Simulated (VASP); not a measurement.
# SrIr2 with LDA: from relaxation to properties, part 2 of 5

What structure does SrIr2 take at this level, and what are its properties? Left out of this account: 1 further run (relaxation: it shows nothing beyond the runs told). The start is a computed cell from the Materials Project.

VASP 6.6.1; LDA; plane waves and PAW (Sr_sv, Ir).

Still holding for the runs below: The k-mesh is coarse for a metal.

So far. Step 2 (Relaxing cell and atoms (LDA)): It ends with forces that vanish by symmetry and a pressure of -0.03 GPa. Step 3 (Second relaxation): It ends with forces that vanish by symmetry and a pressure of 0.00 GPa. The volume moved by under 0.01 %: the run met its threshold at the first step.

**4. Density, ELF and potential (LDA)**

The relaxed cell gets a fresh self-consistent run, on a basis set for its own volume, to fix the density and to check the remaining stress.

Contents of INCAR:

```
SYSTEM = SrIr2
PREC = Accurate
ENCUT = 400
EDIFF = 1E-06
NELM = 100
ISMEAR = 1
SIGMA = 0.2
LREAL = .FALSE.
ALGO = Normal
GGA = CA
NBANDS = 34
LASPH = .TRUE.
LORBIT = 11
LWAVE = .FALSE.
LCHARG = .TRUE.
ISIF = 2
LELF = .TRUE.
LVHAR = .TRUE.
```

Contents of POSCAR:

```
SrIr2
1.0
    0.0000000000      3.7999648901      3.7999648901
    3.7999648901      0.0000000000      3.7999648901
    3.7999648901      3.7999648901      0.0000000000
Sr Ir
2 4
Direct
    0.2500000000      0.2500000000      0.2500000000
    0.0000000000      0.0000000000      0.0000000000
    0.6250000000      0.1250000000      0.6250000000
    0.6250000000      0.6250000000      0.1250000000
    0.1250000000      0.6250000000      0.6250000000
    0.6250000000      0.6250000000      0.6250000000
```

Contents of KPOINTS:

```
Automatic mesh
0
Gamma
5 5 5
0 0 0
```

The projector-augmented-wave data sets are Sr_sv and Ir (LDA family, release 64).

Command:

```sh
> mpirun -np 4 vasp_std
```

What it wrote:

```text
[banner, memory and clock lines left out]
running    4 mpi-ranks, on    1 nodes
 distrk:  each k-point on    4 cores,    1 groups
 distr:  one band on    1 cores,    4 groups

 POSCAR found type information on POSCAR SrIr
 POSCAR found :  2 types and       6 ions
 LDA part: xc-table for (Slater(with rela. corr.)+CA(PZ))
 , standard interpolation
|                                                                             |
|           W    W    AA    RRRRR   N    N  II  N    N   GGGG   !!!           |
|           W    W   A  A   R    R  NN   N  II  NN   N  G    G  !!!           |
|           W    W  A    A  R    R  N N  N  II  N N  N  G       !!!           |
|           W WW W  AAAAAA  RRRRR   N  N N  II  N  N N  G  GGG   !            |
|           WW  WW  A    A  R   R   N   NN  II  N   NN  G    G                |
|           W    W  A    A  R    R  N    N  II  N    N   GGGG   !!!           |
|                                                                             |
|     The number of bands has been changed from the values supplied in        |
|     The orbitals not found in the WAVECAR file will be initialized with     |
|     random numbers, which is usually adequate. For correlated               |
|     calculations, however, you should redo the groundstate calculation.     |
|     I found NBANDS = 34. Now, NBANDS = 36.                                  |
|                                                                             |

 POSCAR, INCAR and KPOINTS ok, starting setup
 FFT: planning ... GRIDC
 FFT: planning ... GRID_SOFT
 FFT: planning ... GRID
 WAVECAR not read
 entering main loop
       N       E                     dE             d eps       ncg     rms          rms(c)
DAV:   1     0.480281705950E+03    0.48028E+03   -0.21961E+04   720   0.125E+03
DAV:   2    -0.836232058699E+01   -0.48864E+03   -0.47147E+03   720   0.422E+02
DAV:   3    -0.478281145249E+02   -0.39466E+02   -0.37611E+02  1068   0.103E+02
DAV:   4    -0.506367593732E+02   -0.28086E+01   -0.27836E+01  1136   0.250E+01
DAV:   5    -0.507204885796E+02   -0.83729E-01   -0.83672E-01  1052   0.304E+00    0.623E+01
DAV:   6    -0.472582347009E+02    0.34623E+01   -0.23077E+01  1064   0.293E+01    0.139E+01
DAV:   7    -0.469026180359E+02    0.35562E+00   -0.23282E+00  1052   0.949E+00    0.131E+01
DAV:   8    -0.468071831460E+02    0.95435E-01   -0.26088E-01  1064   0.265E+00    0.254E+00
DAV:   9    -0.467996407008E+02    0.75424E-02   -0.41129E-02  1032   0.136E+00    0.677E-01
DAV:  10    -0.467994893407E+02    0.15136E-03   -0.34262E-03   984   0.319E-01    0.159E-01
DAV:  11    -0.467995173039E+02   -0.27963E-04   -0.16935E-04  1052   0.679E-02    0.595E-02
DAV:  12    -0.467995107411E+02    0.65628E-05   -0.37919E-05  1020   0.378E-02    0.166E-02
DAV:  13    -0.467995104721E+02    0.26905E-06   -0.14712E-06   548   0.828E-03
   1 F= -.46799510E+02 E0= -.46796336E+02  d E =-.952234E-02
```

The job ended after 16 s (4 MPI ranks of AMD EPYC 7R43, shared host; peak memory 0.38 GiB).

Parts of OUTCAR (step 4):

```text
 Found     10 irreducible k-points:

   k-points           NKPTS =     10   k-points in BZ     NKDIM =     10   number of bands    NBANDS=     36

   NELECT =      56.0000    total number of electrons

 E-fermi :   6.2758

 k-point     1 :       0.0000    0.0000    0.0000
  band No.  band energies     occupation
    ...
     22       6.0096      2.06792
     23       6.0096      2.06792
     24       6.0096      2.06792
     25       6.0851      2.03916
     26       6.0851      2.03916
     27       7.0745     -0.00000
     28       7.0745     -0.00000
     29       7.6572     -0.00000
     30       7.7246     -0.00000
     31       7.7246     -0.00000
    ...

 k-point     2 :       0.2000    0.0000    0.0000
  band No.  band energies     occupation
    ...
     23       5.5014      2.00000
     24       5.9698      2.05257
     25       6.0281      2.07086
     26       6.0281      2.07086
     27       6.1307      1.93701
     28       6.7264     -0.00649
     29       6.7264     -0.00649
     30       7.7205     -0.00000
     31       8.0686     -0.00000
     32       8.0686     -0.00000
    ...

  Total        0.0006131      0.0006131      0.0006131      0.0000000     -0.0000000      0.0000000
  in kB        0.0089516      0.0089516      0.0089516      0.0000000     -0.0000000      0.0000000
  external PRESSURE =       0.0089516 kB  Pullay stress =       0.0000000 kB

 POSITION                                       TOTAL-FORCE (eV/Angst)
 -----------------------------------------------------------------------------------
      1.89998      1.89998      1.89998         0.000000      0.000000     -0.000000
      0.00000      0.00000      0.00000        -0.000000     -0.000000      0.000000
      2.84997      4.74996      2.84997         0.000000      0.000000     -0.000000
      2.84997      2.84997      4.74996         0.000000      0.000000     -0.000000
      4.74996      2.84997      2.84997         0.000000      0.000000     -0.000000
      4.74996      4.74996      4.74996         0.000000      0.000000     -0.000000
 -----------------------------------------------------------------------------------
    total drift:                                0.000000      0.000000      0.000000

  FREE ENERGIE OF THE ION-ELECTRON SYSTEM (eV)
  ---------------------------------------------------
  free  energy   TOTEN  =       -46.7995104721 eV

  energy  without entropy=      -46.7899881312  energy(sigma->0) =      -46.79633636

[... 9 parts as in an earlier step ...]

[... 5 further parts left out ...]
```

Numbers from this step:

```yaml
scf_cycles: 13
bands: 36
pressure: 8.95e-4 GPa
```

Valence electrons inside each PAW sphere by angular momentum. Sphere charges, by row:

```csv
atom,s (e),p (e),d (e),tot (e)
Sr1,2.042,5.788,0.367,8.197
Sr2,2.042,5.788,0.367,8.197
Ir3,0.751,0.515,7.066,8.332
Ir4,0.751,0.515,7.066,8.332
Ir5,0.751,0.515,7.066,8.332
Ir6,0.751,0.515,7.066,8.332
```

ELF in the ac plane of a cell with a along [110], b along [-110] and c along [001] of the cube at fractional y = 0.000, with atoms of Sr and Ir within 0.2 Å of it. It is the smooth field of the valence electrons, not physical close to the nuclei.

Values, 11 rows by 16 columns, each cell a mean:
```
0.35 0.34 0.29 0.20 0.19 0.27 0.32 0.35 0.35 0.34 0.29 0.20 0.19 0.27 0.32 0.35
0.37 0.29 0.18 0.59 0.65 0.27 0.24 0.36 0.37 0.29 0.18 0.59 0.65 0.27 0.24 0.36
0.31 0.20 0.39 0.73 0.69 0.56 0.16 0.30 0.31 0.20 0.39 0.73 0.69 0.56 0.16 0.30
0.22 0.09 0.28 0.73 0.75 0.43 0.06 0.19 0.22 0.09 0.28 0.73 0.75 0.43 0.06 0.19
0.75 0.42 0.07 0.20 0.22 0.08 0.26 0.74 0.75 0.42 0.07 0.20 0.22 0.08 0.26 0.74
0.69 0.57 0.16 0.30 0.31 0.21 0.40 0.73 0.69 0.57 0.16 0.30 0.31 0.21 0.40 0.73
0.65 0.26 0.24 0.36 0.37 0.29 0.19 0.59 0.65 0.26 0.24 0.36 0.37 0.29 0.19 0.59
0.19 0.26 0.33 0.35 0.35 0.34 0.28 0.21 0.19 0.26 0.33 0.35 0.35 0.34 0.28 0.21
0.35 0.28 0.19 0.32 0.33 0.23 0.24 0.34 0.35 0.28 0.19 0.32 0.33 0.23 0.24 0.34
0.33 0.06 0.02 0.27 0.33 0.06 0.02 0.27 0.33 0.06 0.02 0.27 0.33 0.06 0.02 0.27
0.33 0.22 0.23 0.35 0.34 0.28 0.19 0.32 0.33 0.22 0.23 0.35 0.34 0.28 0.19 0.32
```
Columns run along a (10.7 Å), rows up along c (7.6 Å), edges of the conventional cell, whose origin can differ from the input's. Atoms in or near the plane, at fractional coordinates: Sr at (0.25, 0.75), Sr at (0.75, 0.75), Sr at (0.00, 0.50), Sr at (0.50, 0.50), Ir at (0.38, 0.12), Ir at (0.88, 0.12), Ir at (0.12, 0.12), Ir at (0.62, 0.12).

Valence density in the ac plane of a cell with a along [110], b along [-110] and c along [001] of the cube at fractional y = 0.000, with atoms of Sr and Ir within 0.2 Å of it. It is the smooth field of the valence electrons, not physical close to the nuclei.

Ten even steps from '_' (0.1 e/Å³) to '@' (3.4 e/Å³), each cell a mean:
```
____________________________________________________________
____________________________________________________________
..__________..::::____________..__________..::::____________
__________..==**++--____________________..==**++--__________
__________--##@@%%++..__________________--##@@%%++..________
__________--##@@@@++..__________________--##@@@@++..________
__________..==****--____________________..==****--__________
....________..::::__________......________..::::__________..
++--..____________________::==++--..____________________::==
@@##::__________________..++%%@@##::__________________..++%%
@@##--__________________..++@@@@##--__________________..++@@
##++::__________________..--####++::__________________..--##
--::__________..__________..----::__________..__________..--
______________..____________________________..______________
____________________________________________________________
____........______........________........______........____
__..--====::..__..::--==--::____..--====::..__..::--==--::__
..::==****==::....--++**++--....::==****==::....--++**++--..
..::==****==::....--++##++--....::==****==::....--++##++--..
__..--==++--..__..::==++==::..__..--==++--..__..::==++==::..
__....::::..______..::::::..____....::::..______..::::::..__
```
Columns run along a (10.7 Å), rows up along c (7.6 Å), edges of the conventional cell, whose origin can differ from the input's. Atoms in or near the plane, at fractional coordinates: Sr at (0.25, 0.75), Sr at (0.75, 0.75), Sr at (0.00, 0.50), Sr at (0.50, 0.50), Ir at (0.38, 0.12), Ir at (0.88, 0.12), Ir at (0.12, 0.12), Ir at (0.62, 0.12).

Electrostatic potential energy in the ac plane of a cell with a along [110], b along [-110] and c along [001] of the cube at fractional y = 0.000, with atoms of Sr and Ir within 0.2 Å of it. With pseudopotentials it is smooth inside the atoms' cores, unlike the true potential.

Ten even steps from '0' (-46 eV) to '9' (2 eV), each cell a mean:
```
999999999999999999999999999999
999999989999999999999989999999
999998777899999999998777899999
999987655689999999987655689999
999986544679999999986544679999
999986544679999999986544679999
999987655689999999987655689999
788998777889987788998777889987
567899988999876567899988999876
456899999999764456899999999764
456899999999754456899999999754
557899999999865557899999999865
678999999999876678999999999876
889999999999998889999999999998
999999999999999999999999999999
998768999876789998768999876789
974224798631369974224798631369
861001687300048861001687300048
851001687300037851001687300037
973113798520258973113798520258
987557999865689987557999865689
```
Columns run along a (10.7 Å; values clipped at the 3rd and 97th percentile), rows up along c (7.6 Å), edges of the conventional cell, whose origin can differ from the input's. Atoms in or near the plane, at fractional coordinates: Sr at (0.25, 0.75), Sr at (0.75, 0.75), Sr at (0.00, 0.50), Sr at (0.50, 0.50), Ir at (0.38, 0.12), Ir at (0.88, 0.12), Ir at (0.12, 0.12), Ir at (0.62, 0.12).

In this run the pressure is 0.00 GPa, small enough to go on.

**5. Bands along the symmetry lines (LDA)**

The mesh alone shows little of the dispersion and can miss band extrema, so KPOINTS_OPT adds a path through the symmetry points after the self-consistent cycle.

Contents of INCAR:

```
SYSTEM = SrIr2
PREC = Accurate
ENCUT = 400
EDIFF = 1E-06
NELM = 100
ISMEAR = 1
SIGMA = 0.2
LREAL = .FALSE.
ALGO = Normal
GGA = CA
NBANDS = 44
LASPH = .TRUE.
LORBIT = 11
LWAVE = .FALSE.
LCHARG = .FALSE.
KPAR = 4
```

POSCAR is that of step 4.

KPOINTS is that of step 4.

Contents of KPOINTS_OPT:

```
Line mode
16
Line-mode
Reciprocal
  0.00000000   0.00000000   0.00000000 GAMMA
  0.50000000   0.00000000   0.50000000 X

  0.50000000   0.00000000   0.50000000 X
  0.50000000   0.25000000   0.75000000 W

  0.50000000   0.25000000   0.75000000 W
  0.37500000   0.37500000   0.75000000 K

  0.37500000   0.37500000   0.75000000 K
  0.00000000   0.00000000   0.00000000 GAMMA

  0.00000000   0.00000000   0.00000000 GAMMA
  0.50000000   0.50000000   0.50000000 L

  0.50000000   0.50000000   0.50000000 L
  0.62500000   0.25000000   0.62500000 U

  0.62500000   0.25000000   0.62500000 U
  0.50000000   0.25000000   0.75000000 W

  0.50000000   0.25000000   0.75000000 W
  0.50000000   0.50000000   0.50000000 L

  0.50000000   0.50000000   0.50000000 L
  0.37500000   0.37500000   0.75000000 K

  0.62500000   0.25000000   0.62500000 U
  0.50000000   0.00000000   0.50000000 X
```

Command:

```sh
> mpirun -np 4 vasp_std
```

What it wrote:

```text
[... set-up lines as in an earlier step ...]
 entering main loop
       N       E                     dE             d eps       ncg     rms          rms(c)
DAV:   1     0.459383407697E+03    0.45938E+03   -0.21508E+04   880   0.103E+03
DAV:   2    -0.201231125785E+02   -0.47951E+03   -0.44371E+03   880   0.340E+02
DAV:   3    -0.489695773050E+02   -0.28846E+02   -0.27625E+02  1248   0.838E+01
DAV:   4    -0.507071644721E+02   -0.17376E+01   -0.17169E+01  1464   0.155E+01
DAV:   5    -0.507220605573E+02   -0.14896E-01   -0.14897E-01  1228   0.133E+00    0.623E+01
DAV:   6    -0.473204090161E+02    0.34017E+01   -0.14062E+01  1200   0.240E+01    0.148E+01
DAV:   7    -0.469068811330E+02    0.41353E+00   -0.15108E+00  1156   0.841E+00    0.126E+01
DAV:   8    -0.468063687810E+02    0.10051E+00   -0.16423E-01  1208   0.213E+00    0.382E+00
DAV:   9    -0.467997732810E+02    0.65955E-02   -0.21628E-02  1392   0.879E-01    0.551E-01
DAV:  10    -0.467994962294E+02    0.27705E-03   -0.16675E-03  1184   0.235E-01    0.208E-01
DAV:  11    -0.467995190487E+02   -0.22819E-04   -0.12040E-04  1148   0.661E-02    0.121E-01
DAV:  12    -0.467995106794E+02    0.83693E-05   -0.16051E-05  1312   0.258E-02    0.230E-02
DAV:  13    -0.467995105242E+02    0.15527E-06   -0.77351E-07   632   0.529E-03
   1 F= -.46799511E+02 E0= -.46796337E+02  d E =-.952053E-02
 Start KPOINTS_OPT (optional k-point list driver)
k-point batch [1-10\160]
       N       E                     dE             ncg
DAV:   1     0.425004315425E+04    0.53074E+03      880
DAV:   2    -0.472997022045E+03   -0.47230E+04      888
DAV:   3    -0.751590205444E+03   -0.27859E+03     1248
DAV:   4    -0.763694980467E+03   -0.12105E+02     1416
DAV:   5    -0.763943195051E+03   -0.24821E+00     1260
DAV:   6    -0.763949183151E+03   -0.59881E-02     1336
DAV:   7    -0.763949342243E+03   -0.15909E-03     1388
DAV:   8    -0.763949346119E+03   -0.38756E-05     1040
DAV:   9    -0.763949346343E+03   -0.22432E-06      732
[...]
k-point batch [151-160\160]
       N       E                     dE             ncg
DAV:   1     0.428270137771E+04   -0.92613E+04      880
DAV:   2    -0.582866107863E+03   -0.48656E+04      892
DAV:   3    -0.856911317473E+03   -0.27405E+03     1232
DAV:   4    -0.871438845873E+03   -0.14528E+02     1440
DAV:   5    -0.871549216278E+03   -0.11037E+00     1156
DAV:   6    -0.871551620117E+03   -0.24038E-02     1208
DAV:   7    -0.871551717031E+03   -0.96914E-04     1296
DAV:   8    -0.871551719737E+03   -0.27059E-05     1080
DAV:   9    -0.871551719833E+03   -0.95473E-07      724
```

Elapsed: 1.9 min, on 4 MPI ranks; peak memory 0.76 GiB; 7.6 min of CPU time.

Parts of OUTCAR (step 5):

```text
   k-points           NKPTS =     10   k-points in BZ     NKDIM =     10   number of bands    NBANDS=     44

   NELECT =      56.0000    total number of electrons

 E-fermi :   6.2759

 k-point     1 :       0.0000    0.0000    0.0000
  band No.  band energies     occupation
    ...
     22       6.0098      2.06793
     23       6.0098      2.06793
     24       6.0098      2.06793
     25       6.0853      2.03915
     26       6.0853      2.03915
     27       7.0745     -0.00000
     28       7.0745     -0.00000
     29       7.6573     -0.00000
     30       7.7246     -0.00000
     31       7.7246     -0.00000
    ...

  Total       -0.0053530     -0.0053530     -0.0053530      0.0000000     -0.0000000     -0.0000000
  in kB       -0.0781518     -0.0781518     -0.0781518      0.0000000     -0.0000000     -0.0000000
  external PRESSURE =      -0.0781518 kB  Pullay stress =       0.0000000 kB

 POSITION                                       TOTAL-FORCE (eV/Angst)
 -----------------------------------------------------------------------------------
      1.89998      1.89998      1.89998        -0.000000     -0.000000      0.000000
      0.00000      0.00000      0.00000         0.000000      0.000000     -0.000000
      2.84997      4.74996      2.84997        -0.000000     -0.000000     -0.000000
      2.84997      2.84997      4.74996        -0.000000     -0.000000     -0.000000
      4.74996      2.84997      2.84997        -0.000000     -0.000000     -0.000000
      4.74996      4.74996      4.74996        -0.000000     -0.000000     -0.000000
 -----------------------------------------------------------------------------------
    total drift:                                0.000000      0.000000      0.000000

  FREE ENERGIE OF THE ION-ELECTRON SYSTEM (eV)
  ---------------------------------------------------
  free  energy   TOTEN  =       -46.7995105242 eV

  energy  without entropy=      -46.7899899962  energy(sigma->0) =      -46.79633701

[... 9 parts as in an earlier step ...]

[... 7 further parts left out ...]
```

Spin-orbit coupling is off here; with elements this heavy it splits and shifts levels by tenths of an eV or more.

This step gave:

```yaml
bands: 44
pressure: -0.007815 GPa
```

Electronic bands along the path, in eV, zero at the Fermi level; # counts the bands kept, so #1 is VASP's band 9:

```csv
point,#17,#18,#19,#20,#21,#22,#23,#24
Γ,-0.19,-0.19,0.80,0.80,1.38,1.45,1.45,1.45
0.53 of the way,-0.76,-0.76,-0.27,0.27,0.27,0.46,1.19,2.17
X,-1.62,-1.62,-0.31,-0.31,-0.19,-0.19,1.94,1.94
0.47 of the way,-1.33,-1.33,-0.53,-0.53,0.02,0.02,1.88,1.88
W,-0.85,-0.85,-0.83,-0.83,0.30,0.30,1.67,1.67
0.47 of the way,-1.09,-0.94,-0.82,-0.64,0.11,0.36,1.47,2.07
K,-1.42,-1.08,-0.74,-0.60,-0.02,0.32,1.39,2.41
0.47 of the way,-0.59,-0.45,-0.30,0.12,0.46,0.89,1.25,2.54
Γ,-0.19,-0.19,0.80,0.80,1.38,1.45,1.45,1.45
0.47 of the way,-0.32,-0.26,-0.26,0.32,0.32,1.49,1.97,1.97
L,-0.43,-0.43,-0.38,0.03,0.03,2.00,2.39,2.61
0.47 of the way,-0.69,-0.54,-0.48,-0.26,0.02,1.31,1.41,2.69
U,-1.42,-1.08,-0.74,-0.60,-0.02,0.32,1.39,2.41
0.53 of the way,-1.09,-0.94,-0.82,-0.64,0.11,0.36,1.47,2.07
W,-0.85,-0.85,-0.83,-0.83,0.30,0.30,1.67,1.67
0.47 of the way,-0.92,-0.59,-0.58,-0.51,0.04,0.91,1.45,2.42
L,-0.43,-0.43,-0.38,0.03,0.03,2.00,2.39,2.61
0.53 of the way,-0.78,-0.58,-0.51,-0.35,0.02,1.13,1.34,2.69
K,-1.42,-1.08,-0.74,-0.60,-0.02,0.32,1.39,2.41
jump to U,-1.42,-1.08,-0.74,-0.60,-0.02,0.32,1.39,2.41
0.47 of the way,-1.55,-1.39,-0.49,-0.44,-0.13,0.04,1.74,2.09
X,-1.62,-1.62,-0.31,-0.31,-0.19,-0.19,1.94,1.94
```

Of the projections kept (Sr, Ir), the largest for each band there; the rest of the weight can lie on other orbitals:

```csv
point,#17,#18,#19,#20,#21,#22,#23,#24
Γ,Ir 0.97,Ir 0.97,Sr 0.52,Sr 0.52,Ir 0.99,Ir 0.65,Ir 0.65,Ir 0.65
X,Ir 0.93,Ir 0.93,Ir 0.99,Ir 0.99,Ir 0.98,Ir 0.98,Ir 0.70,Ir 0.70
W,Ir 0.97,Ir 0.97,Ir 0.94,Ir 0.94,Ir 1.00,Ir 1.00,Ir 0.92,Ir 0.92
K,Ir 0.96,Ir 0.94,Ir 0.97,Ir 0.96,Ir 0.99,Ir 1.00,Ir 0.94,Ir 0.71
Γ,Ir 0.97,Ir 0.97,Sr 0.52,Sr 0.52,Ir 0.99,Ir 0.65,Ir 0.65,Ir 0.65
L,Ir 0.99,Ir 0.99,Ir 1.00,Ir 1.00,Ir 1.00,Ir 0.87,Ir 1.00,Ir 0.57
```

There is no gap at this level.

[end of part 2 of 5]

[Lines on the potential files, build, host, timing and source positions are cut from VASP's logs without a mark.]

[Logs are printed without paths, hosts, clocks, repeated set-up lines and the standing remarks that a program may print on its own settings, such as how far it seeks lower states.]

[Hosts, paths, dates, database ids (printed as entryN), source tags and the programs' standing remarks are cut or masked in the printed files.]

[A measured line is paired with the nearest computed mode of its activity, which favours agreement.]
